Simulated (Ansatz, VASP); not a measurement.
YSe: VASP beside Ansatz

```xyz
2
Lattice="0.0000 2.7938 2.7938 2.7938 0.0000 2.7938 2.7938 2.7938 0.0000" Properties=species:S:1:pos:R:3 pbc="T T T"
Y     0.0000    0.0000    0.0000
Se    2.7938    2.7938    2.7938
```

Alike in both runs: functional LDA; k mesh 12 × 12 × 12; occupations fermi-dirac, width 0.15 eV; no spin polarisation.

Ansatz relaxed the structure, and its values are those at the end. VASP's run is a single point on that final structure, the one shown.

|  | VASP | Ansatz |
| --- | --- | --- |
| version | VASP 6.6.1 | Ansatz 0.2.0 |
| potentials or method | VASP PAW LDA potentials, release 64 (Y_sv, Se) | scalar-relativistic, plane waves, PAW |
| plane-wave cutoff (eV) | 520 | 420 |
| valence electrons in the cell | 17 | 27 |

|  | VASP | Ansatz | Ansatz less VASP |
| --- | --- | --- | --- |
| gap on the k mesh at the Fermi level (eV) | none | none | - |
| pressure (GPa) | 3.2 | 3.0 | -0.21 |

A gap of «none» marks a metal or a gap that the smearing closes. The two sets of potentials don't hold the same shells in valence.
